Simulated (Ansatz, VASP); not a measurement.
# Cu (Cu(111)) in two plane-wave programs, part 2 of 3

Aim: how closely do two programs agree when they are given the same cell, functional and k mesh?

VASP 6.6.1 and Ansatz 0.2.0.

So far: Starting point; VASP: single point, PBEsol.

## Step 3: Ansatz: single point, PBEsol

Level of this step: Ansatz beside VASP: Kohn-Sham DFT, plane waves, PBEsol (Ansatz).

Ansatz runs on its default PAW (the set named soft_2) files.

The same cell, functional, mesh and smearing now go to Ansatz, which takes its cutoff from its data sets.

Input file input.yaml:

```yaml
crystal:
  lattice:
    - [2.5526554801, 0.0, 0.0]
    - [1.27632774, 2.2106644929, 0.0]
    - [0.0, 0.0, 30.5054068306]
  atoms:
    - { symbol: Cu, position: [0.0, 0.0, 0.2950296664] }
    - { symbol: Cu, position: [0.3333333333, 0.3333333333, 0.3633531109] }
    - { symbol: Cu, position: [0.6666666667, 0.6666666667, 0.4316765555] }
    - { symbol: Cu, position: [0.0, 0.0, 0.5] }
    - { symbol: Cu, position: [0.3333333333, 0.3333333333, 0.5683234445] }
    - { symbol: Cu, position: [0.6666666667, 0.6666666667, 0.6366468891] }
    - { symbol: Cu, position: [0.0, 0.0, 0.7049703336] }
hamiltonian:
  xc: pbesol
  pseudopotentials: { kind: paw }
kpoints:
  mp_grid: { grid: [12, 12, 1] }
scf:
  occupations: { method: methfessel_paxton, width: 0.02 }
  n_extra_bands: 5
efield:
  axis: 3
  dipole_correction: true
  ramp_width: 0.04
output:
  forces: true
  eigenvalues: true
```

The run is started by

```sh
> ansatz run input.yaml --threads 4 --pin off --max-ram 9216MiB --backend cpu --events-out ev --progress --plain --runs-dir out
```

Numbers of over 12 decimals in the logs are rounded to 6 here.

The log of the run:

```text
scf.n_extra_bands = 5 over 67 filled bands (N_el = 133.0): the run solves 72 bands
Engine: ansatz 0.2.0, aarch64-unknown-linux-gnu
Pseudopotentials: kind: paw
Pseudopotential: Cu, paw, valence charge 19, recommended cutoff 420 eV (normal), Cu.paw.azcp
Functional definition: PBEsol
  exchange = pbesol_x
  correlation = pbesol_c
Crystal: 7 atoms, lattice volume = 172.144 Å³
Basis set: ecut = 420 eV, 3443 PW (Γ), exchange–correlation on 36×36×432 points (8 copies of the dense FFT grid, shifted against one another)
Bands: 72, of which v1, the nominal top of the filled ones, is band 67 counted from 1 (66 counted from 0)
Symmetry: 6 space group operations
k-points: 19 of 144 (time reversal used)
Non-local potential: Cu, projectors of the file, l = 0: 3, l = 1: 2, l = 2: 3, l = 3: 1
PAW form: soft (Blöchl's): semilocal exchange-correlation on the pseudo side does not see the compensation charge
PAW frozen core: Cu, regenerated for the run's functional, and the local potential with it (the file was generated under x = pbe(κ = 0.804, μ = 0.219515), c = pbe(β = 0.066725))
PAW one-centre angular grid: Cu, 590 points (default); XC on 64 Gauss nodes
Initial density: superposition of atomic densities (neutral atoms: chi_scale 0, normalization atom), corrected by the library's trained network
Initial wavefunctions: pseudopotential atomic-orbital guess
Functional: x = pbesol(κ = 0.804, μ = 0.123457), c = pbesol(β = 0.046)
SCF iter   1: F=—  HF=-46120.198563 eV  |F-HF|=—  |Δ(HF+E_count)|=         —  Δρ=1.49e-2  dr2=2.23e-1  ethr=1.77e-3  p=0.000 e·Å  D=1.93e-13 V/Å  ΔV_dip=-0.00 eV  dr2_dipole=3.67e-8  V_vac-E_F(+/−)=4.85/4.85 eV  ⟨swp⟩=6.5  Hψ=5542  notcnv=0
efield: sawtooth ramp at fractional position 0.9800 (placed from the atoms, in the widest stretch of the axis that holds none; the zero of the levels goes with the place), width 0.0400; the density the first Hamiltonian is built on has a dipole p = 0.000 e·Å; the dipole correction subtracts the counter field D = 1.93e-13 V/Å, which shifts the + side's vacuum level by -0.00 eV against the − side's; the planar-averaged density in the ramp window peaks in size at 4.1e-5 e/Å³
preconditioner: auto → LDOS  [metal: Δε(μ)=0.012 eV  Ē_g=5.776 eV  σ=0.020 eV  W_gap=0.47  n_scr=24 (ndim 8)  ℏωp=24.8 eV  f_vac=0.496  D(μ)=14.51/eV (n_scr^D=198)  β→1.0]
SCF iter   2: F=—  HF=-46120.374537 eV  |F-HF|=—  |Δ(HF+E_count)|=   1.76e-1  S|Δr|=    0.00e0  Δρ=3.07e-2  dr2=8.48e-1  ethr=1.68e-4  p=0.000 e·Å  D=4.75e-6 V/Å  ΔV_dip=-0.00 eV  dr2_dipole=1.33e-8  V_vac-E_F(+/−)=4.95/4.95 eV  ⟨swp⟩=3.3  Hψ=3533  notcnv=0  defer=19
SCF iter   3: F=—  HF=-46120.159766 eV  |F-HF|=—  |Δ(HF+E_count)|=   2.15e-1  S|Δr|=    0.00e0  Δρ=4.60e-3  dr2=5.49e-2  ethr=1.68e-4  p=0.000 e·Å  D=3.03e-6 V/Å  ΔV_dip=-0.00 eV  dr2_dipole=2.87e-8  V_vac-E_F(+/−)=4.90/4.90 eV  ⟨swp⟩=3.0  Hψ=2977  notcnv=0  defer=19
SCF iter   4: F=—  HF=-46120.154987 eV  |F-HF|=—  |Δ(HF+E_count)|=   4.78e-3  S|Δr|=    0.00e0  Δρ=1.53e-3  dr2=5.59e-3  ethr=4.13e-5  p=0.000 e·Å  D=2.20e-6 V/Å  ΔV_dip=-0.00 eV  dr2_dipole=7.29e-9  V_vac-E_F(+/−)=4.88/4.88 eV  ⟨swp⟩=2.3  Hψ=2278  notcnv=0  defer=19
SCF iter   5: F=—  HF=-46120.154906 eV  |F-HF|=—  |Δ(HF+E_count)|=   8.16e-5  S|Δr|=    0.00e0  Δρ=1.61e-3  dr2=5.56e-3  ethr=4.21e-6  p=0.000 e·Å  D=1.47e-6 V/Å  ΔV_dip=-0.00 eV  dr2_dipole=5.01e-9  V_vac-E_F(+/−)=4.90/4.90 eV  ⟨swp⟩=2.1  Hψ=2146  notcnv=0  defer=19
SCF iter   6: F=—  HF=-46120.154565 eV  |F-HF|=—  |Δ(HF+E_count)|=   3.41e-4  S|Δr|=    0.00e0  Δρ=4.22e-4  dr2=1.08e-3  ethr=4.18e-6  p=0.000 e·Å  D=1.21e-6 V/Å  ΔV_dip=-0.00 eV  dr2_dipole=3.14e-9  V_vac-E_F(+/−)=4.91/4.91 eV  ⟨swp⟩=2.0  Hψ=2064  notcnv=0  defer=19
SCF iter   7: F=—  HF=-46120.154566 eV  |F-HF|=—  |Δ(HF+E_count)|=   8.51e-7  S|Δr|=    0.00e0  Δρ=3.10e-4  dr2=3.27e-4  ethr=8.13e-7  p=0.000 e·Å  D=8.09e-7 V/Å  ΔV_dip=-0.00 eV  dr2_dipole=8.41e-10  V_vac-E_F(+/−)=4.93/4.93 eV  ⟨swp⟩=1.7  Hψ=1525  notcnv=0  defer=19
SCF iter   8: F=—  HF=-46120.154549 eV  |F-HF|=—  |Δ(HF+E_count)|=   1.64e-5  S|Δr|=    0.00e0  Δρ=3.16e-4  dr2=1.95e-4  ethr=2.46e-7  p=-0.000 e·Å  D=-1.39e-7 V/Å  ΔV_dip=0.00 eV  dr2_dipole=3.76e-10  V_vac-E_F(+/−)=4.95/4.95 eV  ⟨swp⟩=2.0  Hψ=1903  notcnv=0  defer=19
SCF iter   9: F=—  HF=-46120.154535 eV  |F-HF|=—  |Δ(HF+E_count)|=   1.42e-5  S|Δr|=    0.00e0  Δρ=1.69e-4  dr2=6.61e-5  ethr=1.46e-7  p=0.000 e·Å  D=1.06e-7 V/Å  ΔV_dip=-0.00 eV  dr2_dipole=3.36e-10  V_vac-E_F(+/−)=4.96/4.96 eV  ⟨swp⟩=2.1  Hψ=1728  notcnv=0  defer=19
SCF iter  10: F=—  HF=-46120.154549 eV  |F-HF|=—  |Δ(HF+E_count)|=   1.40e-5  S|Δr|=    0.00e0  Δρ=6.39e-5  dr2=2.74e-5  ethr=4.97e-8  p=0.000 e·Å  D=3.69e-8 V/Å  ΔV_dip=-0.00 eV  dr2_dipole=1.94e-10  V_vac-E_F(+/−)=4.96/4.96 eV  ⟨swp⟩=2.0  Hψ=1789  notcnv=0  defer=19
SCF iter  11: F=—  HF=-46120.154557 eV  |F-HF|=—  |Δ(HF+E_count)|=   7.69e-6  S|Δr|=    0.00e0  Δρ=1.17e-4  dr2=2.13e-5  ethr=2.06e-8  p=0.000 e·Å  D=1.29e-7 V/Å  ΔV_dip=-0.00 eV  dr2_dipole=3.71e-11  V_vac-E_F(+/−)=4.96/4.96 eV  ⟨swp⟩=2.0  Hψ=1977  notcnv=0  defer=19
SCF iter  12: F=—  HF=-46120.154557 eV  |F-HF|=—  |Δ(HF+E_count)|=   9.74e-8  S|Δr|=    0.00e0  Δρ=3.18e-5  dr2=3.40e-6  ethr=1.60e-8  p=-0.000 e·Å  D=-1.09e-7 V/Å  ΔV_dip=0.00 eV  dr2_dipole=5.55e-11  V_vac-E_F(+/−)=4.96/4.96 eV  ⟨swp⟩=2.1  Hψ=1880  notcnv=0  defer=19
SCF iter  13: F=—  HF=-46120.154557 eV  |F-HF|=—  |Δ(HF+E_count)|=   6.34e-7  S|Δr|=    0.00e0  Δρ=3.55e-5  dr2=3.00e-6  ethr=2.55e-9  p=0.000 e·Å  D=3.62e-8 V/Å  ΔV_dip=-0.00 eV  dr2_dipole=1.84e-11  V_vac-E_F(+/−)=4.95/4.95 eV  ⟨swp⟩=2.0  Hψ=2055  notcnv=0  defer=19
SCF iter  14: F=—  HF=-46120.154557 eV  |F-HF|=—  |Δ(HF+E_count)|=   4.97e-8  S|Δr|=    0.00e0  Δρ=2.58e-5  dr2=1.60e-6  ethr=2.26e-9  p=-0.000 e·Å  D=-3.89e-8 V/Å  ΔV_dip=0.00 eV  dr2_dipole=2.45e-11  V_vac-E_F(+/−)=4.95/4.95 eV  ⟨swp⟩=1.5  Hψ=1367  notcnv=0  defer=19
SCF iter  15: F=—  HF=-46120.154557 eV  |F-HF|=—  |Δ(HF+E_count)|=   7.60e-8  S|Δr|=    0.00e0  Δρ=1.18e-5  dr2=6.05e-7  ethr=1.20e-9  p=0.000 e·Å  D=5.01e-8 V/Å  ΔV_dip=-0.00 eV  dr2_dipole=2.40e-12  V_vac-E_F(+/−)=4.95/4.95 eV  ⟨swp⟩=2.2  Hψ=1832  notcnv=0  defer=19
SCF iter  16: F=—  HF=-46120.154557 eV  |F-HF|=—  |Δ(HF+E_count)|=   8.22e-8  S|Δr|=    0.00e0  Δρ=1.18e-5  dr2=2.98e-7  ethr=4.55e-10  p=-0.000 e·Å  D=-7.74e-9 V/Å  ΔV_dip=0.00 eV  dr2_dipole=6.20e-12  V_vac-E_F(+/−)=4.95/4.95 eV  ⟨swp⟩=1.7  Hψ=1575  notcnv=0  defer=19
SCF iter  17: F=-46120.154557 eV  HF=-46120.154557 eV  |F-HF|=1.33e-8  |Δ(HF+E_count)|=   7.54e-8  S|Δr|=    0.00e0  Δρ=4.99e-6  dr2=4.63e-8  ethr=7.52e-11  p=0.000 e·Å  D=5.91e-8 V/Å  ΔV_dip=-0.00 eV  dr2_dipole=2.57e-13  V_vac-E_F(+/−)=4.95/4.95 eV  ⟨swp⟩=7.1  Hψ=5873  notcnv=0
SCF 1 converged in 17 iterations: F = -46120.154557 eV  dr2 = 4.63e-8
  greatest PAW one-centre occupation: 1.000 electrons in one spin orbital (limit 2), on the Cu atom at site 6 (counted from 0), in its partial waves of l = 0
SCF converged after 17 iterations
Stability not checked: this state was not tested for a lower state beside it, because cold or Methfessel-Paxton smearing, or corrected tetrahedra, fill the levels in a way that the test cannot read (fill_not_monotonic; see scf.lower_state_search)
Free energy (F): -46120.154557 eV
Harris-Foulkes:  -46120.154557 eV  (|F-HF|=1.33e-8)
Internal energy: -46120.153723 eV  (E = F + TS)
E sigma→0 (E₀):  -46120.154349 eV
Entropy (-TS):   -0.000834 eV (-0.119 meV/atom)
Fermi energy:    5.396770 eV
Dipole field:    D = 0.000001 V/Å  (p = 0.000001 e·Å, saw-weighted, corrected)
Work function:   Φ+ = 4.9536 eV   Φ− = 4.9536 eV
Levels:          The Fermi level and band energies are counted from a zero that moves with the ramp; work functions are not
--- Per-component energies (eV) ---
  E_band       = -3997.062014
  E_kinetic    = 2099.312467
  E_local      = -426698.370385  (includes V_loc(G=0)·N_el)
  E_nonlocal   = 2745.459652
  E_hartree    = 210907.393089
  E_xc         = -620.381085
  E_vxc        = -803.963223  (∫ρ·V_xc dr)
  E_paw        = -11388.805932  (= ΣΔE_a)
  E_vpaw       = -3154.330184  (= ΣTr[D̂ρ^β])
  E_aug_tail   = 0.001751  (compensation charges beyond the density's cutoff)
  E_efield     = 0.000000  (sawtooth field / dipole correction)
  E_vefield    = 0.000000  (∫n·V_field dr)
  E_ewald      = 176833.793305
  E_core_change = 1.443415  (= ΣΔE_core)
  E_smearing   = -0.000834  (= −TS)
  E_closure    = -0.000000  (closes the sum)
  Σ components = -46120.154557   (vs F -46120.154557, Δ=0.00e0)
--- Forces (eV/Å), atoms counted from 1 ---
  atom   1  Cu    -0.00000000     0.00000000     0.26501170
  atom   2  Cu     0.00000000    -0.00000000     0.00403738
  atom   3  Cu     0.00000000    -0.00000000    -0.02645865
  atom   4  Cu    -0.00000000     0.00000000    -0.00000016
  atom   5  Cu    -0.00000000     0.00000000     0.02645842
  atom   6  Cu    -0.00000000     0.00000000    -0.00403784
  atom   7  Cu     0.00000000    -0.00000000    -0.26501527
  max |Σ_I F_I| component: 4.42e-6 eV/Å
--- Band table (eV; the first three rows and the last of 19) ---
  k-point 0: bands = [... 63 lower, 3.6905, 3.6905, 3.8381, 3.8381, 3.8854, 3.8854, 4.6590, 5.0016, ... 1 higher]
  k-point 1: bands = [... 63 lower, 3.5752, 3.6921, 3.7565, 3.8401, 3.8900, 4.1929, 5.1567, 5.6083, ... 1 higher]
  k-point 2: bands = [... 63 lower, 3.6541, 3.6932, 3.8443, 3.9015, 4.1204, 4.8800, 6.0664, 6.7958, ... 1 higher]
  k-point 18: bands = [... 63 lower, 8.7646, 8.7954, 8.7954, 8.9209, 9.1610, 9.1610, 9.8069, 9.8069, ... 1 higher]
```

It took 9.5 s on 4 threads of Arm Neoverse V1, shared host; peak memory 0.63 GiB.

## Step 4: Side by side

Known differences besides the PAW data sets themselves: the data sets hold 133 valence electrons in Ansatz (default PAW (the set named soft_2) files) and 77 in VASP; the cutoff is 420 eV in Ansatz and 360 eV in VASP (PREC = Normal); Ansatz makes its cores anew for this functional, VASP keeps those of its PBE data sets. Total energies have different zeros and are not compared.

The two programs side by side:

| quantity | Ansatz | VASP | difference |
| --- | --- | --- | --- |
| work function, lower of the two faces (eV) | 4.95 | 4.92 | +0.03 |
| work function, higher of the two faces (eV) | 4.95 | 4.92 | +0.03 |

Forces (eV/Å; atoms numbered as in POSCAR):

| atom | Ansatz x, y, z | VASP x, y, z |
| --- | --- | --- |
| Cu1 | 0.000, 0.000, 0.265 | 0.000, 0.000, 0.241 |
| Cu2 | 0.000, 0.000, 0.004 | 0.000, 0.000, -0.007 |
| Cu3 | 0.000, 0.000, -0.026 | 0.000, 0.000, -0.020 |
| Cu4 | 0.000, 0.000, 0.000 | 0.000, 0.000, 0.000 |
| Cu5 | 0.000, 0.000, 0.026 | 0.000, 0.000, 0.020 |
| Cu6 | 0.000, 0.000, -0.004 | 0.000, 0.000, 0.007 |
| Cu7 | 0.000, 0.000, -0.265 | 0.000, 0.000, -0.241 |

The forces differ by 8.4 meV/Å r.m.s., which is 11.3 % of the r.m.s. force of 0.07 eV/Å (both taken over all components).

## Step 5: VASP: single point, LDA

With cell and atoms fixed, the geometry can't cause a difference; cores, projectors, grids and the points listed under the comparison can.

Input file INCAR:

```
SYSTEM = Cu
PREC = Normal
ENCUT = 360
EDIFF = 1E-06
NELM = 120
ISMEAR = 1
SIGMA = 0.1
LREAL = .FALSE.
ALGO = Normal
GGA = CA
NBANDS = 47
LASPH = .TRUE.
LORBIT = 11
LWAVE = .FALSE.
LCHARG = .FALSE.
KPAR = 4
IDIPOL = 3
LDIPOL = .TRUE.
DIPOL = 0.5 0.5 0.5
LVHAR = .TRUE.
LVACPOTAV = .TRUE.
```

Input file POSCAR:

```
Cu
1.0
    2.5526554801      0.0000000000      0.0000000000
    1.2763277400      2.2106644929      0.0000000000
    0.0000000000      0.0000000000     30.5054068306
Cu
7
Direct
    0.0000000000      0.0000000000      0.2950296664
    0.3333333333      0.3333333333      0.3633531109
    0.6666666667      0.6666666667      0.4316765555
    0.0000000000      0.0000000000      0.5000000000
    0.3333333333      0.3333333333      0.5683234445
    0.6666666667      0.6666666667      0.6366468891
    0.0000000000      0.0000000000      0.7049703336
```

Input file KPOINTS:

```
Automatic mesh
0
Gamma
12 12 1
0 0 0
```

The projector-augmented-wave data sets are Cu (PBE family, release 64).

The run is started by

```sh
> mpirun -np 4 vasp_std
```

The log of the run:

```text
[banner, memory and clock lines left out]
running    4 mpi-ranks, on    1 nodes
[...]
[... a notice as in an earlier step ...]

 LDA part: xc-table for (Slater(with rela. corr.)+CA(PZ))
 , standard interpolation
 POSCAR, INCAR and KPOINTS ok, starting setup
[...]
entering main loop
       N       E                     dE             d eps       ncg     rms          rms(c)
DAV:   1     0.638165577887E+03    0.63817E+03   -0.27602E+04  1786   0.180E+03
DAV:   2     0.345716782610E+02   -0.60359E+03   -0.58615E+03  1786   0.401E+02
DAV:   3    -0.369594850463E+02   -0.71531E+02   -0.66469E+02  1884   0.192E+02
DAV:   4    -0.395229551713E+02   -0.25635E+01   -0.25439E+01  2025   0.478E+01
[...]
DAV:  21    -0.316532378020E+02   -0.63015E-05   -0.33965E-06  1626   0.348E-02    0.244E-03
DAV:  22    -0.316532449071E+02   -0.71051E-05   -0.17660E-06  1156   0.307E-02    0.242E-03
DAV:  23    -0.316532453351E+02   -0.42795E-06   -0.33587E-07  1138   0.140E-02
 [... a notice as in an earlier step ...]

   1 F= -.31653245E+02 E0= -.31651522E+02  d E =-.517022E-02
```

OUTCAR, selected parts (step 5):

```text
  Total       -7.0104787     -7.0104787     -5.5480407      0.0000000      0.0000000      0.0000000
  in kB      -65.2478782    -65.2478782    -51.6366856      0.0000000      0.0000000      0.0000000
  external PRESSURE =     -60.7108140 kB  Pullay stress =       0.0000000 kB

 POSITION                                       TOTAL-FORCE (eV/Angst)
 -----------------------------------------------------------------------------------
      0.00000      0.00000      9.00000         0.000000     -0.000000      0.430780
      1.27633      0.73689     11.08423        -0.000000     -0.000000     -0.005519
      2.55266      1.47378     13.16847         0.000000     -0.000000     -0.014136
      0.00000      0.00000     15.25270         0.000000      0.000000      0.000000
      1.27633      0.73689     17.33694         0.000000      0.000000      0.014136
      2.55266      1.47378     19.42117        -0.000000      0.000000      0.005519
      0.00000      0.00000     21.50541        -0.000000      0.000000     -0.430780
 -----------------------------------------------------------------------------------
    total drift:                                0.000000      0.000000      0.000000

  FREE ENERGIE OF THE ION-ELECTRON SYSTEM (eV)
  ---------------------------------------------------
  free  energy   TOTEN  =       -31.6532453351 eV

  energy  without entropy=      -31.6480751136  energy(sigma->0) =      -31.65152193

[... 2 parts as in an earlier step ...]

[... 1 further part left out ...]
[key lines of the parts left out:]
E-fermi :   0.7412
```

## Step 6: Ansatz: single point, LDA

The same cell, functional (in two slightly different forms), mesh and smearing now go to Ansatz, which takes its cutoff from its data sets.

Changes to input.yaml since step 3:

```diff
@@ -14,3 +14,3 @@
 hamiltonian:
-  xc: pbesol
+  xc: lda
   pseudopotentials: { kind: paw }
@@ -19,3 +19,3 @@
 scf:
-  occupations: { method: methfessel_paxton, width: 0.02 }
+  occupations: { method: methfessel_paxton, width: 0.1 }
   n_extra_bands: 5
```

The run is started by

```sh
> ansatz run input.yaml --threads 4 --pin off --max-ram 9216MiB --backend cpu --events-out ev --progress --plain --runs-dir out
```

The log of the run:

```text
[...]
Crystal: 7 atoms, lattice volume = 172.144 Å³
Basis set: ecut = 420 eV, 3443 PW (Γ)
Bands: 72, of which v1, the nominal top of the filled ones, is band 67 counted from 1 (66 counted from 0)
Symmetry: 6 space group operations
k-points: 19 of 144 (time reversal used)
[...]
k-point 0: bands = [... 63 lower, 3.4088, 3.4088, 3.5531, 3.5531, 3.6003, 3.6003, 4.4265, 4.7887, ... 1 higher]
  k-point 1: bands = [... 63 lower, 3.2966, 3.4102, 3.4732, 3.5548, 3.6047, 3.9255, 4.9140, 5.3852, ... 1 higher]
  k-point 2: bands = [... 63 lower, 3.3708, 3.4109, 3.5585, 3.6160, 3.8425, 4.6176, 5.8192, 6.5695, ... 1 higher]
  k-point 18: bands = [... 63 lower, 8.5226, 8.5579, 8.5579, 8.6878, 8.9282, 8.9283, 9.5589, 9.5589, ... 1 higher]
[key lines of the parts left out:]
SCF converged after 11 iterations
Free energy (F): -45888.489593 eV
Fermi energy:    5.140188 eV
Dipole field:    D = -0.000001 V/Å  (p = -0.000001 e·Å, saw-weighted, corrected)
Work function:   Φ+ = 5.2086 eV   Φ− = 5.2086 eV
```

Elapsed: 6.9 s, on 4 threads; peak memory 0.61 GiB.

## Step 7: Comparison

What differs besides the data sets and the points named for the pairs above, as far as they apply: the two LDA forms differ slightly. Total energies have different zeros and are not compared.

Compared:

| quantity | Ansatz | VASP | difference |
| --- | --- | --- | --- |
| work function, lower of the two faces (eV) | 5.21 | 5.18 | +0.03 |
| work function, higher of the two faces (eV) | 5.21 | 5.18 | +0.03 |

Forces (eV/Å; atoms numbered as in POSCAR):

| atom | Ansatz x, y, z | VASP x, y, z |
| --- | --- | --- |
| Cu1 | 0.000, 0.000, 0.470 | 0.000, 0.000, 0.431 |
| Cu2 | 0.000, 0.000, 0.007 | 0.000, 0.000, -0.006 |
| Cu3 | 0.000, 0.000, -0.023 | 0.000, 0.000, -0.014 |
| Cu4 | 0.000, 0.000, 0.000 | 0.000, 0.000, 0.000 |
| Cu5 | 0.000, 0.000, 0.023 | 0.000, 0.000, 0.014 |
| Cu6 | 0.000, 0.000, -0.007 | 0.000, 0.000, 0.006 |
| Cu7 | 0.000, 0.000, -0.470 | 0.000, 0.000, -0.431 |

The forces differ by 13 meV/Å r.m.s., which is 9.8 % of the r.m.s. force of 0.13 eV/Å (both taken over all components).

## Step 8: Looking for the cause

The difference is large enough to ask for its cause, so further runs change the set-up of one program at a time, as the table lists.

| run | r.m.s. force difference (meV/Å) |
| --- | --- |
| as above | 13 |
| cores kept as stored, as VASP does, whose cores stay as stored | 12 |
| Ansatz's larger PAW set (cutoff 1050 eV) | 13 |
| norm-conserving potentials (cutoff 1252 eV) | 17 |

(Part 2 of 3 ends here.)

[Lines on the potential files, build, host, timing and source positions are cut from VASP's logs without a mark.]

[Logs are printed without paths, hosts, clocks, repeated set-up lines and the standing remarks that a program may print on its own settings, such as how far it seeks lower states.]

[Hosts, paths, dates, database ids (printed as entryN), source tags and the programs' standing remarks are cut or masked in the printed files.]
